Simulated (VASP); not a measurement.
OSZICAR of a VASP run on CuAu (L1_0):

**OSZICAR**
```
       N       E                     dE             d eps       ncg     rms          rms(c)
DAV:   1     0.124938329773E+03    0.12494E+03   -0.11365E+04  5342   0.219E+03
DAV:   2    -0.586427856704E+01   -0.13080E+03   -0.12522E+03  5159   0.339E+02
DAV:   3    -0.101048583857E+02   -0.42406E+01   -0.41968E+01  6296   0.713E+01
DAV:   4    -0.101481587666E+02   -0.43300E-01   -0.43287E-01  5796   0.603E+00
DAV:   5    -0.101493493504E+02   -0.11906E-02   -0.11906E-02  7491   0.109E+00    0.169E+01
DAV:   6    -0.934407353405E+01    0.80528E+00   -0.66133E+00  5217   0.816E+01    0.686E+00
DAV:   7    -0.916752729085E+01    0.17655E+00   -0.33779E+00  6183   0.898E+01    0.835E+00
DAV:   8    -0.902176525699E+01    0.14576E+00   -0.50982E-01  5942   0.236E+01    0.323E+00
DAV:   9    -0.901259942261E+01    0.91658E-02   -0.24824E-02  7952   0.343E+00    0.153E-01
DAV:  10    -0.901249734109E+01    0.10208E-03   -0.17068E-03  7394   0.119E+00    0.617E-02
DAV:  11    -0.901248772509E+01    0.96160E-05   -0.10976E-04  7812   0.331E-01    0.447E-02
DAV:  12    -0.901248536854E+01    0.23566E-05   -0.51216E-06  6055   0.512E-02    0.237E-03
DAV:  13    -0.901248536215E+01    0.63919E-08   -0.11316E-07  3290   0.117E-02
   1 F= -.21034622E+01 E0= -.21033734E+01  d E =-.210346E+01
       N       E                     dE             d eps       ncg     rms          rms(c)
DAV:   1    -0.165066697950E+02   -0.74942E+01   -0.14029E+02  5118   0.252E+02    0.319E+01
DAV:   2    -0.114780379693E+02    0.50286E+01   -0.76786E+01  5157   0.291E+02    0.120E+01
DAV:   3    -0.751280823377E+01    0.39652E+01   -0.18258E+01  6321   0.222E+02    0.503E+00
DAV:   4    -0.742384572840E+01    0.88963E-01   -0.93825E-01  6796   0.127E+01    0.315E+00
DAV:   5    -0.737347088617E+01    0.50375E-01   -0.14870E-01  7428   0.157E+01    0.625E-01
DAV:   6    -0.737163613364E+01    0.18348E-02   -0.16346E-02  7676   0.332E+00    0.246E-01
DAV:   7    -0.737162029221E+01    0.15841E-04   -0.70644E-04  7686   0.776E-01    0.897E-02
DAV:   8    -0.737160143364E+01    0.18859E-04   -0.67543E-05  7832   0.177E-01    0.312E-02
DAV:   9    -0.737160017980E+01    0.12538E-05   -0.90046E-06  6720   0.120E-01    0.413E-03
DAV:  10    -0.737160012528E+01    0.54523E-07   -0.84251E-07  3082   0.172E-02
   2 F= -.15580507E+01 E0= -.15579388E+01  d E =0.545412E+00
       N       E                     dE             d eps       ncg     rms          rms(c)
DAV:   1    -0.138458109284E+02   -0.64742E+01   -0.99171E+01  5270   0.250E+02    0.159E+01
DAV:   2    -0.955114548329E+01    0.42947E+01   -0.18615E+01  5693   0.183E+02    0.447E+00
DAV:   3    -0.915838101294E+01    0.39276E+00   -0.64579E+00  6117   0.856E+01    0.895E+00
DAV:   4    -0.888791975067E+01    0.27046E+00   -0.50608E-01  6454   0.356E+01    0.533E+00
DAV:   5    -0.880744700938E+01    0.80473E-01   -0.31586E-01  7182   0.249E+01    0.789E-01
DAV:   6    -0.880256653358E+01    0.48805E-02   -0.40569E-02  7594   0.609E+00    0.170E-01
DAV:   7    -0.880229737240E+01    0.26916E-03   -0.13508E-03  7924   0.984E-01    0.514E-02
DAV:   8    -0.880227422671E+01    0.23146E-04   -0.13746E-04  7993   0.371E-01    0.150E-02
DAV:   9    -0.880227415394E+01    0.72765E-07   -0.30607E-06  4912   0.257E-02
   3 F= -.21506411E+01 E0= -.21505385E+01  d E =-.471789E-01
       N       E                     dE             d eps       ncg     rms          rms(c)
DAV:   1    -0.878937590446E+01    0.12898E-01   -0.24632E-02  5174   0.359E+00    0.309E-01
DAV:   2    -0.878834124701E+01    0.10347E-02   -0.88139E-03  5152   0.337E+00    0.129E-01
DAV:   3    -0.878799155250E+01    0.34969E-03   -0.33640E-03  5578   0.239E+00    0.120E-01
DAV:   4    -0.878792428545E+01    0.67267E-04   -0.18202E-04  6997   0.488E-01    0.611E-02
DAV:   5    -0.878790917823E+01    0.15107E-04   -0.48765E-05  7595   0.259E-01    0.977E-03
DAV:   6    -0.878790844728E+01    0.73095E-06   -0.43479E-06  4921   0.633E-02
   4 F= -.21507911E+01 E0= -.21506863E+01  d E =-.473289E-01
       N       E                     dE             d eps       ncg     rms          rms(c)
DAV:   1    -0.878272451860E+01    0.51847E-02   -0.33377E-03  5160   0.134E+00    0.114E-01
DAV:   2    -0.878258569482E+01    0.13882E-03   -0.11952E-03  5131   0.125E+00    0.477E-02
DAV:   3    -0.878253795971E+01    0.47735E-04   -0.45485E-04  5585   0.878E-01    0.440E-02
DAV:   4    -0.878252899235E+01    0.89674E-05   -0.24236E-05  7093   0.178E-01    0.226E-02
DAV:   5    -0.878252693787E+01    0.20545E-05   -0.63569E-06  5902   0.956E-02    0.363E-03
DAV:   6    -0.878252684191E+01    0.95958E-07   -0.53179E-07  2660   0.239E-02
   5 F= -.21507736E+01 E0= -.21506681E+01  d E =-.473114E-01
       N       E                     dE             d eps       ncg     rms          rms(c)
DAV:   1    -0.880084422832E+01   -0.18317E-01   -0.56430E-02  5977   0.454E+00    0.389E-01
DAV:   2    -0.879934946001E+01    0.14948E-02   -0.12859E-02  5560   0.422E+00    0.183E-01
DAV:   3    -0.879874230710E+01    0.60715E-03   -0.50121E-03  5809   0.287E+00    0.152E-01
DAV:   4    -0.879858430518E+01    0.15800E-03   -0.30859E-04  7625   0.610E-01    0.703E-02
DAV:   5    -0.879855147149E+01    0.32834E-04   -0.72089E-05  7872   0.268E-01    0.710E-03
DAV:   6    -0.879855143414E+01    0.37352E-07   -0.65021E-06  6942   0.618E-02
   6 F= -.21508760E+01 E0= -.21508028E+01  d E =-.102359E-03
       N       E                     dE             d eps       ncg     rms          rms(c)
DAV:   1    -0.879469372255E+01    0.38577E-02   -0.35751E-03  5986   0.115E+00    0.980E-02
DAV:   2    -0.879459811976E+01    0.95603E-04   -0.81550E-04  5532   0.105E+00    0.461E-02
DAV:   3    -0.879455955383E+01    0.38566E-04   -0.31542E-04  5816   0.730E-01    0.382E-02
DAV:   4    -0.879454942308E+01    0.10131E-04   -0.19930E-05  7597   0.154E-01    0.175E-02
DAV:   5    -0.879454726017E+01    0.21629E-05   -0.39054E-06  5317   0.669E-02    0.166E-03
DAV:   6    -0.879454728575E+01   -0.25587E-07   -0.61439E-07  2597   0.173E-02
   7 F= -.21508929E+01 E0= -.21508122E+01  d E =-.119334E-03
       N       E                     dE             d eps       ncg     rms          rms(c)
DAV:   1    -0.879322634304E+01    0.13209E-02   -0.98196E-03  5678   0.966E-01    0.927E-02
DAV:   2    -0.879308261115E+01    0.14373E-03   -0.16152E-04  7070   0.226E-01    0.502E-02
DAV:   3    -0.879302740893E+01    0.55202E-04   -0.64516E-05  7374   0.227E-01    0.220E-02
DAV:   4    -0.879302347182E+01    0.39371E-05   -0.28331E-05  6478   0.209E-01    0.988E-03
DAV:   5    -0.879302231451E+01    0.11573E-05   -0.47848E-06  5141   0.806E-02    0.384E-03
DAV:   6    -0.879302230723E+01    0.72860E-08   -0.17994E-07  2611   0.716E-03
   8 F= -.21509832E+01 E0= -.21509191E+01  d E =-.902440E-04
       N       E                     dE             d eps       ncg     rms          rms(c)
DAV:   1    -0.879029174263E+01    0.27306E-02   -0.62774E-02  5678   0.245E+00    0.235E-01
DAV:   2    -0.878937027301E+01    0.92147E-03   -0.10531E-03  7051   0.582E-01    0.127E-01
DAV:   3    -0.878902116466E+01    0.34911E-03   -0.43644E-04  7461   0.610E-01    0.591E-02
DAV:   4    -0.878899151442E+01    0.29650E-04   -0.19515E-04  6447   0.550E-01    0.246E-02
DAV:   5    -0.878898426672E+01    0.72477E-05   -0.29093E-05  6650   0.191E-01    0.975E-03
DAV:   6    -0.878898419991E+01    0.66807E-07   -0.94926E-07  3024   0.184E-02
   9 F= -.21510729E+01 E0= -.21510454E+01  d E =-.179923E-03
       N       E                     dE             d eps       ncg     rms          rms(c)
DAV:   1    -0.878287244472E+01    0.61118E-02   -0.56662E-03  5420   0.166E+00    0.143E-01
DAV:   2    -0.878266698223E+01    0.20546E-03   -0.18893E-03  5307   0.158E+00    0.624E-02
DAV:   3    -0.878258804545E+01    0.78937E-04   -0.70885E-04  5676   0.110E+00    0.546E-02
DAV:   4    -0.878257288563E+01    0.15160E-04   -0.37091E-05  7377   0.215E-01    0.278E-02
DAV:   5    -0.878256914493E+01    0.37407E-05   -0.97373E-06  6824   0.111E-01    0.291E-03
DAV:   6    -0.878256905634E+01    0.88594E-07   -0.70102E-07  2632   0.264E-02
  10 F= -.21510709E+01 E0= -.21510384E+01  d E =0.196061E-05
```

**Question.** Which electronic solver shows in the log?

**Answer.** It is blocked Davidson (ALGO = Normal, or the opening steps of other solvers). The INCAR had ALGO = Normal.

**Question.** Can the final energy be trusted as converged?

**Answer.** Self-consistency was reached. It stopped with EDIFF = 1E-6, NELM = 100, NSW = 40 and EDIFFG = -0.02 after 10 ionic steps (LDA (Ceperley-Alder, Perdew-Zunger), plane waves, VASP's LDA PAW potentials (set 64)). Energy and stress use the plane-wave basis of the starting cell.

The compound is CuAu in the L1_0 structure. This run relaxes it under an external pressure of 45 GPa. Symmetry was kept, so distortions that lower it aren't found.
